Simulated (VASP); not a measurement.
```xyz
1
Lattice="0.0346 1.7288 1.7288 1.7634 0.0000 1.7634 1.7288 1.7288 0.0346" Properties=species:S:1:pos:R:3 pbc="T T T"
Ni     0.0000     0.0000     0.0000
```
Starting moments (μB, in the order of the record's atoms Ni): 0.6.

These are PBEsol GGA, VASP's PBE PAW potentials (set 64) (plane waves; VASP) values and carry that method's errors. Run with 480 eV cut-off, 16×16×16 Γ-centred mesh, first-order Methfessel-Paxton smearing of 0.10 eV, potentials Ni.

Question: Give the stress tensor in GPa (positive for a compressed cell).

Answer: 
```
 1.33   0.00  -6.06
 0.00   0.41   0.00
-6.06   0.00   1.33
```
The pressure is its mean diagonal, 1.02 GPa.

The compound is Ni in the fcc structure. This cell was strained or had an atom moved on purpose.
